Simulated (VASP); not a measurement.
# Vibrations of MnBi2Te4 at several levels of theory, part 3 of 3

How much do the zone-centre frequencies of MnBi2Te4 depend on the functional? The starting structure is a measured crystal structure from the Crystallography Open Database. These runs hold a net moment, 5.0 μB a cell; experiment finds antiferromagnetic order in this phase at low temperature (arxiv:2002.07390), so these aren't the modes of its ground state.

VASP 6.6.1.

Results so far: LDA+U (Mn d 3.9 eV) A2u (3) 154.1 cm⁻¹; LDA+U (Mn d 3.9 eV) at the measured cell A2u (3) 150.0 cm⁻¹.

### 4. Modes with PBEsol+U (Mn d 3.9 eV)

Level of this step: PBEsol, DFT+U (Mn d 3.9 eV), spin-polarised from a ferromagnetic start; plane waves and PAW (Bi_d, Te, Mn_pv) (VASP).

PBEsol restores the gradient expansion of exchange and is tuned for the cells of solids. The cell comes from a relaxation at this level, not shown (217.18 Å³).

INCAR reads:

```
SYSTEM = MnBi2Te4
PREC = Accurate
ENCUT = 450
EDIFF = 1E-08
NELM = 100
ISMEAR = 0
SIGMA = 0.03
LREAL = .FALSE.
ALGO = Normal
GGA = PS
NBANDS = 48
ISPIN = 2
MAGMOM = 0 0 0 0 0 0 4
LDAU = .TRUE.
LDAUTYPE = 2
LDAUL = -1 -1 2
LDAUU = 0 0 3.9
LDAUJ = 0 0 0
LDAUPRINT = 1
LASPH = .TRUE.
LMAXMIX = 4
LORBIT = 11
LWAVE = .FALSE.
LCHARG = .FALSE.
KPAR = 8
IBRION = 6
NFREE = 2
POTIM = 0.015
NSW = 1
ISIF = 2
```

POSCAR reads:

```
MnBi2Te4
1.0
   -4.3169727981      0.0000000000      0.0000000000
    2.1584863990     -3.7386081106      0.0000000000
    2.1584863990      1.2462027035     13.4564525867
Bi Te Mn
2 4 1
Direct
    0.1523587501      0.5761793750      0.7285381251
    0.8476412499      0.4238206250      0.2714618749
    0.4103352449      0.7051676224      0.1155028673
    0.5896647551      0.2948323776      0.8844971327
    0.7328439478      0.8664219739      0.5992659217
    0.2671560522      0.1335780261      0.4007340783
    0.0000000000      0.0000000000      0.0000000000
```

KPOINTS reads:

```
Automatic mesh
0
Gamma
6 6 6
0 0 0
```

PAW data sets: Bi_d, Te and Mn_pv (PBE family, release 64).

Started as:

```bash
$ mpirun -np 8 vasp_std
```

What it wrote:

```text
[banner, memory and clock lines left out]
running    8 mpi-ranks, on    1 nodes
[...]
[... a notice as in an earlier step ...]

|                                                                             |
|               ----> ADVICE to this user running VASP <----                  |
|                                                                             |
|     You enforced a specific xc type in the INCAR file but a different       |
|     [... a line on the potential file left out ...]
|     I HOPE YOU KNOW WHAT YOU ARE DOING!                                     |
|                                                                             |

 LDA part: xc-table for (Slater+PW92), standard interpolation
 POSCAR, INCAR and KPOINTS ok, starting setup
[...]
entering main loop
       N       E                     dE             d eps       ncg     rms          rms(c)
DAV:   1     0.615559705064E+03    0.61556E+03   -0.28632E+04  6736   0.122E+03
DAV:   2     0.366921293427E+02   -0.57887E+03   -0.55382E+03  6216   0.349E+02
[...]
2 F= -.32125983E+02 E0= -.32125983E+02  d E =-.989950E-20  mag=     5.0000
   3 F= -.32125990E+02 E0= -.32125990E+02  d E =-.991826E-20  mag=     5.0000
   4 F= -.32125415E+02 E0= -.32125415E+02  d E =-.397250E-22  mag=     5.0000
   5 F= -.32125360E+02 E0= -.32125360E+02  d E =-.675004E-19  mag=     5.0000
   6 F= -.32126003E+02 E0= -.32126003E+02  d E =-.554371E-20  mag=     5.0000
   7 F= -.32126004E+02 E0= -.32126004E+02  d E =-.553991E-20  mag=     5.0000
   8 F= -.32125816E+02 E0= -.32125816E+02  d E =-.294701E-23  mag=     5.0000
   9 F= -.32125776E+02 E0= -.32125776E+02  d E =-.749974E-18  mag=     5.0000
  10 F= -.32125864E+02 E0= -.32125864E+02  d E =-.372653E-20  mag=     5.0000
  11 F= -.32125864E+02 E0= -.32125864E+02  d E =-.372810E-20  mag=     5.0000
  12 F= -.32125659E+02 E0= -.32125659E+02  d E =-.453974E-19  mag=     5.0000
  13 F= -.32125632E+02 E0= -.32125632E+02  d E =-.723653E-22  mag=     5.0000
  14 F= -.32125989E+02 E0= -.32125989E+02  d E =-.234164E-20  mag=     5.0000
  15 F= -.32125989E+02 E0= -.32125989E+02  d E =-.234209E-20  mag=     5.0000
  16 F= -.32125887E+02 E0= -.32125887E+02  d E =-.195334E-20  mag=     5.0000
  17 F= -.32125887E+02 E0= -.32125887E+02  d E =-.195345E-20  mag=     5.0000
 Finite differences progress:
  Degree of freedom:   8/  8
  Displacement:        2/  2
  Total:              16/ 16
```

Elapsed: 16 min, on 8 MPI ranks of Intel Xeon 6975P-C (Granite Rapids), shared host; peak memory 17 GiB.

From OUTCAR (step 4):

```text
  Total        0.0065689      0.0065689     -0.0022853      0.0000000      0.0000000      0.0000000
  in kB        0.0484596      0.0484596     -0.0168593      0.0000000      0.0000000      0.0000000
  external PRESSURE =       0.0266866 kB  Pullay stress =       0.0000000 kB

 POSITION                                       TOTAL-FORCE (eV/Angst)
 -----------------------------------------------------------------------------------
      2.15849     -1.24620      9.80354         0.000000      0.000000     -0.014878
     -2.15849     -1.24620      3.65291         0.000000      0.000000     -0.018616
     -0.00000     -2.49241      1.55426         0.000000      0.000000     -0.012852
      0.00000     -0.00000     11.90219         0.000000      0.000000     -0.016290
     -0.00000     -2.49241      8.06399        -0.000000     -0.000000      0.003940
     -0.00000     -0.00000      5.39246        -0.000000     -0.000000      0.003218
      0.00000      0.00000     -0.01500        -0.000000     -0.000000      0.055478
 -----------------------------------------------------------------------------------
    total drift:                               -0.000053     -0.000031     -0.001841

  FREE ENERGIE OF THE ION-ELECTRON SYSTEM (eV)
  ---------------------------------------------------
  free  energy   TOTEN  =       -32.1258869191 eV

  energy  without entropy=      -32.1258869191  energy(sigma->0) =      -32.12588692

 magnetization (x)
# of ion       s       p       d       tot
------------------------------------------
    1        0.002   0.024   0.001   0.027
    2        0.002   0.024   0.001   0.027
    3        0.009  -0.017   0.004  -0.004
    4        0.009  -0.017   0.004  -0.004
    5        0.002   0.019   0.001   0.021
    6        0.002   0.019   0.001   0.021
    7        0.047   0.034   4.438   4.519
--------------------------------------------------
tot          0.071   0.086   4.450   4.608

[... 1 part as in an earlier step ...]

[... 2 further parts left out ...]
[key lines of the parts left out:]
E-fermi :   6.6088
```

With PBEsol+U (Mn d 3.9 eV) the modes are at the top A2u (3) 152.1, A1g (3) 145.5 cm⁻¹, at the bottom A1g (1) 47.6, Eg (1) 30.8 cm⁻¹, with 8 more of the listed ones between; the largest shift is -4.0 cm⁻¹, in Eg (2), from LDA+U (Mn d 3.9 eV).

### 5. Modes with PBE+U (Mn d 3.9 eV)

PBE, the usual starting point, adds the gradient of the density. The cell comes from a relaxation at this level, not shown (235.39 Å³).

Edit INCAR of step 4 so:

```diff
@@ -9,3 +9,3 @@
 ALGO = Normal
-GGA = PS
+GGA = PE
 NBANDS = 48
```

POSCAR reads:

```
MnBi2Te4
1.0
   -4.3849063942      0.0000000000      0.0000000000
    2.1924531971     -3.7974403306      0.0000000000
    2.1924531971      1.2658134435     14.1364128764
Bi Te Mn
2 4 1
Direct
    0.1577523638      0.5788761819      0.7366285456
    0.8422476362      0.4211238181      0.2633714544
    0.4080885796      0.7040442898      0.1121328694
    0.5919114204      0.2959557102      0.8878671306
    0.7427447825      0.8713723912      0.6141171737
    0.2572552175      0.1286276088      0.3858828263
    0.0000000000      0.0000000000      0.0000000000
```

KPOINTS is that of step 4.

Started as:

```bash
$ mpirun -np 8 vasp_std
```

What it wrote:

```text
[banner, memory and clock lines left out]
running    8 mpi-ranks, on    1 nodes
[...]
[... a notice as in an earlier step ...]

 LDA part: xc-table for (Slater+PW92), standard interpolation
 POSCAR, INCAR and KPOINTS ok, starting setup
[...]
entering main loop
       N       E                     dE             d eps       ncg     rms          rms(c)
DAV:   1     0.604573980531E+03    0.60457E+03   -0.28547E+04  6736   0.120E+03
DAV:   2     0.361880541657E+02   -0.56839E+03   -0.54399E+03  6296   0.340E+02
DAV:   3    -0.260182060434E+02   -0.62206E+02   -0.60136E+02  7696   0.128E+02
DAV:   4    -0.288212478073E+02   -0.28030E+01   -0.27906E+01  7128   0.284E+01
[...]
DAV:  22    -0.294721960350E+02   -0.17526E-07   -0.33557E-09  4360   0.237E-04    0.183E-04
DAV:  23    -0.294721960479E+02   -0.12903E-07   -0.14498E-09  3888   0.173E-04    0.103E-04
DAV:  24    -0.294721960419E+02    0.60390E-08   -0.36878E-10  3592   0.969E-05
   1 F= -.29472196E+02 E0= -.29472196E+02  d E =-.167772E-15  mag=     5.0000
[...]
2 F= -.29471925E+02 E0= -.29471925E+02  d E =-.568315E-16  mag=     5.0000
   3 F= -.29471932E+02 E0= -.29471932E+02  d E =-.568501E-16  mag=     5.0000
   4 F= -.29471311E+02 E0= -.29471311E+02  d E =-.130697E-14  mag=     5.0000
   5 F= -.29471346E+02 E0= -.29471346E+02  d E =-.168836E-16  mag=     5.0000
   6 F= -.29471952E+02 E0= -.29471952E+02  d E =-.152321E-15  mag=     5.0000
   7 F= -.29471952E+02 E0= -.29471952E+02  d E =-.152227E-15  mag=     5.0000
   8 F= -.29471727E+02 E0= -.29471727E+02  d E =-.147551E-13  mag=     5.0000
   9 F= -.29471705E+02 E0= -.29471705E+02  d E =-.165280E-17  mag=     5.0000
  10 F= -.29471818E+02 E0= -.29471818E+02  d E =-.149266E-15  mag=     5.0000
  11 F= -.29471817E+02 E0= -.29471817E+02  d E =-.149318E-15  mag=     5.0000
  12 F= -.29471605E+02 E0= -.29471605E+02  d E =-.157063E-17  mag=     5.0000
  13 F= -.29471550E+02 E0= -.29471550E+02  d E =-.124628E-13  mag=     5.0000
  14 F= -.29471921E+02 E0= -.29471921E+02  d E =-.162069E-15  mag=     5.0000
  15 F= -.29471921E+02 E0= -.29471921E+02  d E =-.161919E-15  mag=     5.0000
  16 F= -.29471779E+02 E0= -.29471779E+02  d E =-.210675E-15  mag=     5.0000
  17 F= -.29471779E+02 E0= -.29471779E+02  d E =-.210709E-15  mag=     5.0000
 Finite differences progress:
  Degree of freedom:   8/  8
  Displacement:        2/  2
  Total:              16/ 16
```

Run time: 18 min. Hardware: 8 MPI ranks; peak memory 19 GiB; 2.4 h of CPU time.

From OUTCAR (step 5):

```text
  Total        0.0062518      0.0062518      0.0015365      0.0000000     -0.0000000      0.0000000
  in kB        0.0425524      0.0425524      0.0104580      0.0000000     -0.0000000      0.0000000
  external PRESSURE =       0.0318543 kB  Pullay stress =       0.0000000 kB

 POSITION                                       TOTAL-FORCE (eV/Angst)
 -----------------------------------------------------------------------------------
      2.19245     -1.26581     10.41329        -0.000000      0.000000     -0.015844
     -2.19245     -1.26581      3.72313         0.000000      0.000000     -0.013438
      0.00000     -2.53163      1.58516        -0.000000      0.000000     -0.014726
     -0.00000     -0.00000     12.55126         0.000000      0.000000     -0.016429
     -0.00000     -2.53163      8.68141        -0.000000     -0.000000      0.003965
      0.00000     -0.00000      5.45500        -0.000000     -0.000000      0.001007
      0.00000      0.00000     -0.01500        -0.000000     -0.000000      0.055466
 -----------------------------------------------------------------------------------
    total drift:                                0.000041      0.000024      0.000555

  FREE ENERGIE OF THE ION-ELECTRON SYSTEM (eV)
  ---------------------------------------------------
  free  energy   TOTEN  =       -29.4717788414 eV

  energy  without entropy=      -29.4717788414  energy(sigma->0) =      -29.47177884

 magnetization (x)
# of ion       s       p       d       tot
------------------------------------------
    1        0.002   0.019   0.001   0.022
    2        0.002   0.019   0.001   0.022
    3        0.009  -0.018   0.003  -0.006
    4        0.009  -0.018   0.003  -0.006
    5        0.001   0.021   0.000   0.022
    6        0.001   0.021   0.000   0.022
    7        0.049   0.032   4.469   4.550
--------------------------------------------------
tot          0.072   0.076   4.479   4.627

[... 1 part as in an earlier step ...]

[... 2 further parts left out ...]
[key lines of the parts left out:]
E-fermi :   5.4121
```

With PBE+U (Mn d 3.9 eV) the modes are at the top A2u (3) 149.2, A1g (3) 142.0 cm⁻¹, at the bottom A1g (1) 39.7, Eg (1) 25.2 cm⁻¹, with 8 more of the listed ones between; the largest shift is -16.9 cm⁻¹, in Eg (2), from LDA+U (Mn d 3.9 eV).

### 6. The runs compared

```
                                     run  A2u (3)  A1g (3)  Eu (3)  A2u (2)  Eg (2)  Eu (1)  A1g (1)  Eg (1)  core minutes
                     LDA+U (Mn d 3.9 eV)    154.1    148.0   135.6    130.6    80.7    56.7     51.4    33.1         148.0
LDA+U (Mn d 3.9 eV) at the measured cell    150.0    142.5   127.2    129.5    70.6    53.7     41.3    27.5         119.0
                  PBEsol+U (Mn d 3.9 eV)    152.1    145.5   132.4    129.1    76.7    55.7     47.6    30.8         128.0
                     PBE+U (Mn d 3.9 eV)    149.2    142.0   124.1    130.4    63.8    51.9     39.7    25.2         146.0
```

Modes are in cm⁻¹, degenerate ones as one, matched between runs by symmetry and order. A number in brackets counts the listed modes of one symmetry from the lowest. The symmetry labels come from an automatic analysis and can be wrong where levels nearly coincide. Between the highest four and the lowest four, 4 more are left out. Core minutes are wall time times ranks of the run shown, on a shared host.

### 7. Summary of results

| Quantity | Value |
| --- | --- |
| A2u (3), LDA+U (Mn d 3.9 eV) | 154.1 cm⁻¹ |
| Eg (1), LDA+U (Mn d 3.9 eV) | 33.1 cm⁻¹ |
| A2u (3), LDA+U (Mn d 3.9 eV) at the measured cell | 150.0 cm⁻¹ |
| Eg (1), LDA+U (Mn d 3.9 eV) at the measured cell | 27.5 cm⁻¹ |
| A2u (3), PBEsol+U (Mn d 3.9 eV) | 152.1 cm⁻¹ |
| Eg (1), PBEsol+U (Mn d 3.9 eV) | 30.8 cm⁻¹ |
| A2u (3), PBE+U (Mn d 3.9 eV) | 149.2 cm⁻¹ |
| Eg (1), PBE+U (Mn d 3.9 eV) | 25.2 cm⁻¹ |

In words: Among the runs matched mode by mode, on the cells relaxed at each level, the A2u (3) mode of MnBi2Te4, the highest of the listed ones in the run with LDA+U (Mn d 3.9 eV), lies between 149 cm⁻¹ (PBE+U (Mn d 3.9 eV)) and 154 cm⁻¹ (LDA+U (Mn d 3.9 eV)). Among the runs matched mode by mode, on the cells relaxed at each level, the Eg (1) mode of MnBi2Te4, the lowest of the listed ones in the run with LDA+U (Mn d 3.9 eV), lies between 25.2 cm⁻¹ (PBE+U (Mn d 3.9 eV)) and 33.1 cm⁻¹ (LDA+U (Mn d 3.9 eV)). Taking the measured cell, +5.2 % in volume, instead of the one relaxed with LDA+U (Mn d 3.9 eV) moves Eg (2) by -10.1 cm⁻¹. Experiment finds antiferromagnetic order in this phase at low temperature (arxiv:2002.07390); these runs are ferromagnetic, which can change the modes and the gap. The bonds form layers, and these levels lack the dispersion that acts between them, which bears on the cells and on modes in which layers move against each other. Spin-orbit coupling is left out, which can matter with elements this heavy. The frequencies are harmonic, and the splitting of polar modes by their long-range field is left out. Further runs on this material are not shown.

[Lines on the potential files, build, host, timing and source positions are cut from VASP's logs without a mark.]

[Logs are printed without paths, hosts, clocks, repeated set-up lines and the standing remarks that a program may print on its own settings, such as how far it seeks lower states.]

[Hosts, paths, dates, database ids (printed as entryN), source tags and the programs' standing remarks are cut or masked in the printed files.]
